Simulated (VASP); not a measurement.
Output of a VASP run:

**OSZICAR**
```
       N       E                     dE             d eps       ncg     rms          rms(c)
DAV:   1     0.114096653441E+03    0.11410E+03   -0.75691E+03  2128   0.131E+03
DAV:   2    -0.601142006178E+01   -0.12011E+03   -0.11687E+03  2244   0.446E+02
DAV:   3    -0.108575459881E+02   -0.48461E+01   -0.45934E+01  3100   0.762E+01
DAV:   4    -0.111522538490E+02   -0.29471E+00   -0.29210E+00  3000   0.168E+01
DAV:   5    -0.111624251358E+02   -0.10171E-01   -0.10167E-01  3136   0.236E+00    0.748E+00
DAV:   6    -0.107509182383E+02    0.41151E+00   -0.79326E-01  3216   0.120E+01    0.262E+00
DAV:   7    -0.107000424893E+02    0.50876E-01   -0.24226E-01  3264   0.650E+00    0.953E-01
DAV:   8    -0.107042852843E+02   -0.42428E-02   -0.13692E-02  2350   0.179E+00    0.513E-02
DAV:   9    -0.107043353657E+02   -0.50081E-04   -0.11157E-03  3670   0.387E-01    0.459E-02
DAV:  10    -0.107043547458E+02   -0.19380E-04   -0.22434E-05  2442   0.676E-02    0.207E-02
DAV:  11    -0.107043538949E+02    0.85083E-06   -0.10062E-05  2334   0.641E-02    0.322E-03
DAV:  12    -0.107043538168E+02    0.78143E-07   -0.62288E-07  1378   0.871E-03
   1 F= -.10704354E+02 E0= -.10704438E+02  d E =-.107044E+02
```

**OUTCAR**
```
------------------------ aborting loop because EDIFF is reached ----------------------------------------
  FORCE on cell =-STRESS in cart. coord.  units (eV):
  Direction    XX          YY          ZZ          XY          YZ          ZX
  --------------------------------------------------------------------------------------
  Total       -0.0040826     -0.0040826     -0.0040826      0.0000000      0.0000000      0.0000000
  in kB       -0.3751181     -0.3751181     -0.3751181      0.0000000      0.0000000      0.0000000
  external PRESSURE =      -0.3751181 kB  Pullay stress =       0.0000000 kB
  volume of cell :       17.44
      direct lattice vectors                 reciprocal lattice vectors
    -1.633576906  1.633576906  1.633576906     0.000000000  0.306076805  0.306076805
     1.633576906 -1.633576906  1.633576906     0.306076805  0.000000000  0.306076805
     1.633576906  1.633576906 -1.633576906     0.306076805  0.306076805  0.000000000
 POSITION                                       TOTAL-FORCE (eV/Angst)
 -----------------------------------------------------------------------------------
      0.00000      0.00000      0.00000         0.000000      0.000000     -0.000000
 -----------------------------------------------------------------------------------
    total drift:                                0.000000     -0.000000      0.000000
  FREE ENERGIE OF THE ION-ELECTRON SYSTEM (eV)
  ---------------------------------------------------
  free  energy   TOTEN  =       -10.7043538168 eV

  energy  without entropy=      -10.7046069921  energy(sigma->0) =      -10.70443821

 reached required accuracy - stopping structural energy minimisation
```
(Selected blocks of OUTCAR.)

**POSCAR**
```
Nb
1
   -1.6335769061     1.6335769061     1.6335769061
    1.6335769061    -1.6335769061     1.6335769061
    1.6335769061     1.6335769061    -1.6335769061
Nb
1
Direct
  1.0000000000   1.0000000000   1.0000000000
```

Problem. Reconstruct the remaining input files.

Solution. One answer among several that fit: the input of the run itself, AM05 GGA, plane waves, VASP's PBE PAW potentials (set 64).

**KPOINTS**
```
K-points
0
G
 14 14 14
0 0 0
```

INCAR:
```
PREC = Accurate
EDIFFG = -0.01
SYSTEM = Nb
EDIFF = 1E-6   # SCF stop (eV)
LCHARG = .False.
SIGMA = 0.1   # width (eV)
NELM = 100   # most electronic steps
LREAL = .False.   # projection in real space or not
LMAXMIX = 4   # l cut-off of mixed one-centre charges
ALGO = Normal   # blocked Davidson
LWAVE = .False.
ISMEAR = 1   # Methfessel-Paxton
ENCUT = 520   # plane-wave cut-off (eV)
GGA = AM   # AM05
IBRION = 2
LASPH = .True.
ISIF = 3
NSW = 60
```

POTCAR, in this order: Nb_sv (PBE.64 set). Program: vasp_std.

The compound is Nb in the bcc structure. It was relaxed first. The start is the result of an earlier pass.
